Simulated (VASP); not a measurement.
# GW on SiC (Moissanite 3C)

Wanted: how far GW moves the Kohn-Sham levels of SiC (Moissanite 3C). The cell is of the zinc-blende type, one of the forms listed for this formula. The start is a cell from a database of measured crystal structures.

Method: PBE; plane waves and PAW (Si_GW, C_GW), in the first sound run; inputs show where later runs differ, in VASP 6.6.1.

### 1. The structure

It takes space group F-43m (No. 216, cubic). Conventional cell: a = 4.358 Å, b = 4.358 Å, c = 4.358 Å, α = 90.00°, β = 90.00°, γ = 90.00°. Si has 4 C at 1.89 Å nearest. Nearest to C lie 4 Si at 1.89 Å. Farther neighbours are not listed.

### 2. Ground state, k-mesh 4×4×4

The orbitals come from a self-consistent PBE run with a tight EDIFF and a narrow smearing. KPOINTS_OPT adds the bands along a path, which shows whether the mesh holds the band edges.

INCAR reads:

```
SYSTEM = SiC
PREC = Accurate
ENCUT = 440
EDIFF = 1E-08
NELM = 100
ISMEAR = 0
SIGMA = 0.01
LREAL = .FALSE.
ALGO = Normal
GGA = PE
NBANDS = 10
LORBIT = 11
LWAVE = .TRUE.
LCHARG = .FALSE.
KPAR = 8
```

POSCAR reads:

```
SiC
1.0
    0.0000000000      2.1790000000      2.1790000000
    2.1790000000      0.0000000000      2.1790000000
    2.1790000000      2.1790000000      0.0000000000
Si C
1 1
Direct
    0.0000000000      0.0000000000      0.0000000000
    0.2500000000      0.2500000000      0.2500000000
```

KPOINTS reads:

```
Automatic mesh
0
Gamma
4 4 4
0 0 0
```

KPOINTS_OPT reads:

```
Line mode
12
Line-mode
Reciprocal
  0.00000000   0.00000000   0.00000000 GAMMA
  0.50000000   0.00000000   0.50000000 X

  0.50000000   0.00000000   0.50000000 X
  0.50000000   0.25000000   0.75000000 W

  0.50000000   0.25000000   0.75000000 W
  0.37500000   0.37500000   0.75000000 K

  0.37500000   0.37500000   0.75000000 K
  0.00000000   0.00000000   0.00000000 GAMMA

  0.00000000   0.00000000   0.00000000 GAMMA
  0.50000000   0.50000000   0.50000000 L

  0.50000000   0.50000000   0.50000000 L
  0.62500000   0.25000000   0.62500000 U

  0.62500000   0.25000000   0.62500000 U
  0.50000000   0.25000000   0.75000000 W

  0.50000000   0.25000000   0.75000000 W
  0.50000000   0.50000000   0.50000000 L

  0.50000000   0.50000000   0.50000000 L
  0.37500000   0.37500000   0.75000000 K

  0.62500000   0.25000000   0.62500000 U
  0.50000000   0.00000000   0.50000000 X
```

The projector-augmented-wave data sets are Si_GW and C_GW (PBE family, release 64).

The run is started by

```
mpirun -np 8 vasp_std
```

Log:

```text
[banner, memory and clock lines left out]
running    8 mpi-ranks, on    1 nodes
 distrk:  each k-point on    1 cores,    8 groups
 distr:  one band on    1 cores,    1 groups

 POSCAR found type information on POSCAR SiC
 POSCAR found :  2 types and       2 ions
|                                                                             |
|           W    W    AA    RRRRR   N    N  II  N    N   GGGG   !!!           |
|           W    W   A  A   R    R  NN   N  II  NN   N  G    G  !!!           |
|           W    W  A    A  R    R  N N  N  II  N N  N  G       !!!           |
|           W WW W  AAAAAA  RRRRR   N  N N  II  N  N N  G  GGG   !            |
|           WW  WW  A    A  R   R   N   NN  II  N   NN  G    G                |
|           W    W  A    A  R    R  N    N  II  N    N   GGGG   !!!           |
|                                                                             |
|     For optimal performance we recommend to set                             |
|       NCORE = 2 up to number-of-cores-per-socket                            |
|     NCORE specifies how many cores store one orbital (NPAR=cpu/NCORE).      |
|     This setting can greatly improve the performance of VASP for DFT.       |
|     The default, NCORE=1 might be grossly inefficient on modern             |
|     multi-core architectures or massively parallel machines. Do your        |
|     Unfortunately you need to use the default for GW and RPA                |
|     calculations (for HF NCORE is supported but not extensively tested      |
|     yet).                                                                   |
|                                                                             |

 LDA part: xc-table for (Slater+PW92), standard interpolation
 POSCAR, INCAR and KPOINTS ok, starting setup
 FFT: planning ... GRIDC
 FFT: planning ... GRID_SOFT
 FFT: planning ... GRID
 WAVECAR not read
 entering main loop
       N       E                     dE             d eps       ncg     rms          rms(c)
DAV:   1    -0.984152377824E+00   -0.98415E+00   -0.43628E+03   186   0.768E+02
DAV:   2    -0.163872486488E+02   -0.15403E+02   -0.13810E+02   242   0.116E+02
DAV:   3    -0.168521016132E+02   -0.46485E+00   -0.46245E+00   206   0.148E+01
DAV:   4    -0.168618927467E+02   -0.97911E-02   -0.97887E-02   192   0.263E+00
DAV:   5    -0.168625929699E+02   -0.70022E-03   -0.70017E-03   214   0.629E-01    0.709E+00
DAV:   6    -0.149952741161E+02    0.18673E+01   -0.67901E+00   224   0.165E+01    0.218E+00
DAV:   7    -0.149267992361E+02    0.68475E-01   -0.34466E-01   190   0.368E+00    0.117E+00
DAV:   8    -0.149173067171E+02    0.94925E-02   -0.25185E-02   218   0.157E+00    0.100E-01
DAV:   9    -0.149172163513E+02    0.90366E-04   -0.15720E-03   222   0.272E-01    0.430E-02
DAV:  10    -0.149173189607E+02   -0.10261E-03   -0.16327E-04   184   0.929E-02    0.154E-02
DAV:  11    -0.149173184877E+02    0.47297E-06   -0.40069E-05   194   0.472E-02    0.298E-03
DAV:  12    -0.149173190853E+02   -0.59765E-06   -0.13114E-06   190   0.110E-02    0.691E-04
DAV:  13    -0.149173191134E+02   -0.28090E-07   -0.40916E-08   198   0.190E-03    0.287E-04
DAV:  14    -0.149173191137E+02   -0.27262E-09   -0.10545E-08   128   0.831E-04
   1 F= -.14917319E+02 E0= -.14917319E+02  d E =-.877398E-50
 Start KPOINTS_OPT (optional k-point list driver)
k-point batch [1-8\120]
       N       E                     dE             ncg
DAV:   1     0.404539914885E+03   -0.37619E+03      178
DAV:   2     0.205749426712E+03   -0.19879E+03      252
DAV:   3     0.201688581585E+03   -0.40608E+01      208
DAV:   4     0.201633203763E+03   -0.55378E-01      218
DAV:   5     0.201632352806E+03   -0.85096E-03      212
DAV:   6     0.201632339185E+03   -0.13621E-04      228
DAV:   7     0.201632338977E+03   -0.20830E-06      222
DAV:   8     0.201632338976E+03   -0.66260E-09      176
[...]
k-point batch [113-120\120]
       N       E                     dE             ncg
DAV:   1     0.234668637988E+03   -0.25255E+04      200
DAV:   2     0.103035051614E+03   -0.13163E+03      240
DAV:   3     0.100610422463E+03   -0.24246E+01      230
DAV:   4     0.100572509233E+03   -0.37913E-01      220
DAV:   5     0.100572114654E+03   -0.39458E-03      238
DAV:   6     0.100572103413E+03   -0.11241E-04      250
DAV:   7     0.100572103402E+03   -0.11791E-07      218
DAV:   8     0.100572103402E+03   -0.85265E-11      216
 writing wavefunctions
```

Run time: 4.8 s. Hardware: 8 MPI ranks of AMD EPYC 7R43, shared host; peak memory 0.85 GiB.

Lines that name or quote the potential files are left out of all logs, and their timing lines are given in words.

OUTCAR, selected parts (step 2):

```text
ion  position               nearest neighbor table
   1  0.000  0.000  0.000-   2 1.89   2 1.89   2 1.89   2 1.89
   2  0.250  0.250  0.250-   1 1.89   1 1.89   1 1.89   1 1.89

  LATTYP: Found a face centered cubic cell.
 ALAT       =     4.3580000000

 Subroutine GETGRP returns: Found 24 space group operations
 (whereof 24 operations were pure point group operations)

The static configuration has the point symmetry T_d .

 Found      8 irreducible k-points:

   k-points           NKPTS =      8   k-points in BZ     NKDIM =      8   number of bands    NBANDS=     10

   dimension x,y,z NGX =    24 NGY =   24 NGZ =   24
   dimension x,y,z NGXF=    48 NGYF=   48 NGZF=   48

   ENCUT  =  440.0 eV  32.34 Ry    5.69 a.u.   5.27  5.27  5.27*2*pi/ulx,y,z

   NELECT =       8.0000    total number of electrons

 k-points in reciprocal lattice and weights: Automatic mesh
   0.00000000  0.00000000  0.00000000       0.016
   0.25000000  0.00000000  0.00000000       0.125
   0.50000000  0.00000000  0.00000000       0.062
   0.25000000  0.25000000  0.00000000       0.094
   0.50000000  0.25000000  0.00000000       0.375
  -0.25000000  0.25000000  0.00000000       0.188
   0.50000000  0.50000000  0.00000000       0.047
  -0.25000000  0.50000000  0.25000000       0.094

 average (electrostatic) potential at core
       1 -64.1679       2 -45.0069

 E-fermi :   7.9364

 k-point     1 :       0.0000    0.0000    0.0000
  band No.  band energies     occupation
      1      -7.6052      2.00000
      2       7.8330      2.00000
      3       7.8330      2.00000
      4       7.8330      2.00000
      5      14.0455      0.00000
      6      15.0840      0.00000
      7      15.0840      0.00000
      8      15.0840      0.00000
      9      22.2754      0.00000
    ...

 k-point     2 :       0.2500    0.0000    0.0000
  band No.  band energies     occupation
      1      -6.4081      2.00000
      2       3.5166      2.00000
      3       7.2205      2.00000
      4       7.2205      2.00000
      5      13.7809      0.00000
      6      15.6876      0.00000
      7      15.6876      0.00000
      8      17.1678      0.00000
      9      20.8947      0.00000
    ...

 k-point     3 :       0.5000    0.0000    0.0000
  band No.  band energies     occupation
      1      -4.0289      2.00000
      2      -0.7434      2.00000
      3       6.7714      2.00000
      4       6.7714      2.00000
      5      13.2254      0.00000
      6      15.0043      0.00000
      7      15.0043      0.00000
      8      17.8614      0.00000
      9      24.0029      0.00000
    ...

  Total        0.3245949      0.3245949      0.3245949      0.0000000      0.0000000     -0.0000000
  in kB       25.1333638     25.1333638     25.1333638      0.0000000      0.0000000     -0.0000000
  external PRESSURE =      25.1333638 kB  Pullay stress =       0.0000000 kB

  energy-cutoff  :      440.00
  volume of cell :       20.69
      direct lattice vectors                 reciprocal lattice vectors
     0.000000000  2.179000000  2.179000000    -0.229463056  0.229463056  0.229463056
     2.179000000  0.000000000  2.179000000     0.229463056 -0.229463056  0.229463056
     2.179000000  2.179000000  0.000000000     0.229463056  0.229463056 -0.229463056

 POSITION                                       TOTAL-FORCE (eV/Angst)
 -----------------------------------------------------------------------------------
      0.00000      0.00000      0.00000         0.000000      0.000000      0.000000
      1.08950      1.08950      1.08950        -0.000000     -0.000000     -0.000000
 -----------------------------------------------------------------------------------
    total drift:                               -0.000000     -0.000000      0.000000

  FREE ENERGIE OF THE ION-ELECTRON SYSTEM (eV)
  ---------------------------------------------------
  free  energy   TOTEN  =       -14.9173191137 eV

  energy  without entropy=      -14.9173191137  energy(sigma->0) =      -14.91731911

 total charge
# of ion       s       p       d       tot
------------------------------------------
    1        0.681   0.955   0.211   1.847
    2        0.805   1.695   0.000   2.501
--------------------------------------------------
tot          1.487   2.650   0.211   4.348

[... 3 further parts left out ...]
```

Numbers from this step:

* free energy (TOTEN): -14.92 eV
* Fermi energy: 7.936 eV
* pressure: 2.513 GPa
* least gap on mesh and path: 1.305 eV
* least direct gap on mesh and path: 4.514 eV

The highest empty bands on the path are converged less tightly, to about 0.1 eV. Electronic bands along the path, in eV, zero at the valence-band top; v1 is the highest filled band, c1 the lowest empty one:

```csv
point,v3,v2,v1,c1,c2,c3,c4
Γ,0.00,0.00,0.00,6.21,7.25,7.25,7.25
0.55 of the way,-3.82,-2.15,-2.15,3.59,5.95,10.98,10.98
X,-7.83,-3.21,-3.21,1.30,4.27,14.00,14.00
0.45 of the way,-7.58,-3.97,-3.97,2.77,5.70,12.21,13.56
W,-7.06,-5.02,-4.72,5.18,9.39,9.43,9.73
0.45 of the way,-7.18,-5.37,-3.73,4.33,8.11,10.28,11.45
K,-7.31,-5.58,-2.61,3.06,7.73,11.81,12.43
0.45 of the way,-4.94,-3.35,-0.70,6.43,8.04,8.37,9.18
Γ,0.00,0.00,0.00,6.21,7.25,7.25,7.25
0.45 of the way,-3.79,-0.54,-0.54,6.04,7.88,7.88,9.09
L,-8.58,-1.06,-1.06,5.39,7.17,7.17,10.03
0.55 of the way,-7.94,-3.72,-1.83,4.53,8.31,9.19,11.05
U,-7.31,-5.58,-2.61,3.06,7.73,11.81,12.43
0.55 of the way,-7.18,-5.37,-3.73,4.33,8.11,10.28,11.45
W,-7.06,-5.02,-4.72,5.18,9.39,9.43,9.73
0.55 of the way,-7.98,-3.42,-2.07,5.28,7.09,9.70,11.05
L,-8.58,-1.06,-1.06,5.39,7.17,7.17,10.03
0.55 of the way,-7.94,-3.72,-1.83,4.53,8.31,9.19,11.05
K,-7.31,-5.58,-2.61,3.06,7.73,11.81,12.43
jump to U,-7.31,-5.58,-2.61,3.06,7.73,11.81,12.43
0.55 of the way,-7.70,-4.11,-3.08,1.95,5.09,13.42,13.61
X,-7.83,-3.21,-3.21,1.30,4.27,14.00,14.00
```

Of the projections kept (Si, C), the largest for each band there; the rest of the weight can lie on other orbitals:

```csv
point,v3,v2,v1,c1,c2,c3,c4
Γ,C 0.74,C 0.74,C 0.74,C 0.78,Si 0.98,Si 0.98,Si 0.98
X,Si 0.66,C 0.57,C 0.57,Si 0.69,Si 0.92,Si 0.54,Si 0.54
W,Si 0.70,C 0.57,Si 0.54,C 0.63,Si 0.75,Si 0.52,Si 0.83
K,Si 0.67,C 0.51,C 0.59,Si 0.69,Si 0.60,Si 0.62,Si 0.51
Γ,C 0.74,C 0.74,C 0.74,C 0.78,Si 0.98,Si 0.98,Si 0.98
L,Si 0.61,C 0.67,C 0.67,Si 0.64,Si 0.93,Si 0.93,C 0.81
```

The electronic bands as a text plot (rows in eV, shown from -8.0 to 7.3 only):

```
    6.9 |++ +       +         +++++      +++         +++++    +
    6.3 |++                  +   +++++
    5.7 |  + +              +         ++++++          ++++
    5.0 |   + ++   + ++    +                +    +++++    +    +
    4.4 |       +++    +  +                  +             +    +
    3.8 |    +      +                         + +           +
    3.1 |     +         ++                     +             +
    2.5 |      +   +                                          +
    1.8 |       + +                                            +
    1.2 |        +                                              +
    0.6 |
   -0.1 |*                     ******
   -0.7 | **                 ** *  * ****
   -1.3 |  **              **  **        ****          ****
   -2.0 |   **            *    *    *      * *       **    **
   -2.6 |     **        **    *      *        **      *   *  **
   -3.2 |       ***          *              *   *   **         **
   -3.9 |    *     *   *    * *                    *       *   *
   -4.5 |     *     ***    *                 *   ** *
   -5.1 |            ***  *  *        *       *  ***        * *
   -5.8 |      *        **  *          *       **            *
   -6.4 |       *          *
   -7.0 |           *******                   ******         *
   -7.7 |        ***                    *    *      **     ** ***
         Γ       X    W  K        Γ      L     U  W     L   K|U X
```

The cell has a gap of 1.30 eV on mesh and path and a pressure of +2.5 GPa, which holds the misfit of the given cell and coordinates with this functional, and any error of cutoff, mesh and data sets.

### 3. Empty bands, k-mesh 4×4×4

The next step needs empty bands that the ground-state run didn't converge, so the Hamiltonian is diagonalised exactly for NBANDS bands, in a single step. LOPTICS writes the k-derivatives of the orbitals (WAVEDER), which give the long-wavelength limit of the screening.

INCAR reads:

```
SYSTEM = SiC
PREC = Accurate
ENCUT = 440
ISMEAR = 0
SIGMA = 0.01
LREAL = .FALSE.
GGA = PE
NBANDS = 48
ALGO = Exact
NELM = 1
LWAVE = .TRUE.
LCHARG = .FALSE.
LOPTICS = .TRUE.
NEDOS = 1000
CSHIFT = 0.1
```

POSCAR is that of step 2.

KPOINTS is that of step 2.

The run is started by

```
mpirun -np 8 vasp_std
```

Log:

```text
[banner, memory and clock lines left out]
running    8 mpi-ranks, on    1 nodes
 distrk:  each k-point on    8 cores,    1 groups
 distr:  one band on    1 cores,    8 groups

 POSCAR found type information on POSCAR SiC
 POSCAR found :  2 types and       2 ions
 [... a notice as in an earlier step ...]

 LDA part: xc-table for (Slater+PW92), standard interpolation
 found WAVECAR, reading the header
  number of bands has changed, file:    10 present:    48
  trying to continue reading WAVECAR, but it might fail
 POSCAR, INCAR and KPOINTS ok, starting setup
 FFT: planning ... GRIDC
 FFT: planning ... GRID_SOFT
 FFT: planning ... GRID
 reading WAVECAR
 random initialization beyond band           10
 the WAVECAR file was read successfully
 initial charge from wavefunction
 entering main loop
       N       E                     dE             d eps       ncg     rms          rms(c)
DIA:   1    -0.149173191153E+02   -0.14917E+02    0.00000E+00     0   0.000E+00
   1 F= -.14917319E+02 E0= -.14917319E+02  d E =-.276434E-65
 writing wavefunctions
 optical routines
 imaginary and real dielectric function
 recalculating local potential from charge density
 direction            1
 direction            2
 direction            3
```

Elapsed: 2.2 s, on 8 MPI ranks; peak memory 0.69 GiB; 12 s of CPU time.

From OUTCAR (step 3):

```text
The static configuration has the point symmetry T_d .

 Found      8 irreducible k-points:

   k-points           NKPTS =      8   k-points in BZ     NKDIM =      8   number of bands    NBANDS=     48

   NELECT =       8.0000    total number of electrons

 E-fermi :   7.9524

 k-point     2 :       0.2500    0.0000    0.0000
  band No.  band energies     occupation
      1      -6.4081      2.00000
      2       3.5166      2.00000
      3       7.2205      2.00000
      4       7.2205      2.00000
      5      13.7808      0.00000
      6      15.6876      0.00000
      7      15.6876      0.00000
      8      17.1678      0.00000
      9      20.8947      0.00000
    ...

  Total        0.3246085      0.3246085      0.3246085     -0.0000000     -0.0000000     -0.0000000
  in kB       25.1344138     25.1344138     25.1344138     -0.0000000     -0.0000000     -0.0000000
  external PRESSURE =      25.1344138 kB  Pullay stress =       0.0000000 kB

 POSITION                                       TOTAL-FORCE (eV/Angst)
 -----------------------------------------------------------------------------------
      0.00000      0.00000      0.00000        -0.000000     -0.000000     -0.000000
      1.08950      1.08950      1.08950         0.000000      0.000000      0.000000
 -----------------------------------------------------------------------------------
    total drift:                               -0.000000     -0.000000      0.000000

  FREE ENERGIE OF THE ION-ELECTRON SYSTEM (eV)
  ---------------------------------------------------
  free  energy   TOTEN  =       -14.9173191153 eV

  energy  without entropy=      -14.9173191153  energy(sigma->0) =      -14.91731912

 plasma frequency squared (from intraband transitions) (eV^2)
  --------------------------------------------------------------------------------------
       0.000       0.000      -0.000
       0.000       0.000       0.000
      -0.000       0.000       0.000

[... 12 parts as in an earlier step ...]

[... 1 further part left out ...]
```

The gap is read on the k-mesh alone, so it is an upper bound where the band edges lie off the mesh.

A gap read on the k-mesh alone can miss the band edges.

This step gave:

- gap on the k-mesh: 1.305 eV
- least direct gap on the k-mesh: 4.514 eV

WAVECAR now holds 48 bands for 8 electrons. Its independent-particle dielectric tensor has xx, yy, zz = 9.7, 9.7, 9.7 on this mesh, which isn't tested for convergence in mesh or bands and lacks local fields.

[end of part 1 of 3]

[Lines on the potential files, build, host, timing and source positions are cut from VASP's logs without a mark.]

[Logs are printed without paths, hosts, clocks, repeated set-up lines and the standing remarks that a program may print on its own settings, such as how far it seeks lower states.]

[Hosts, paths, dates, database ids (printed as entryN), source tags and the programs' standing remarks are cut or masked in the printed files.]

[Pressures printed for these runs are not shown converged in the cutoff: they can be off by several GPa and have the wrong sign.]
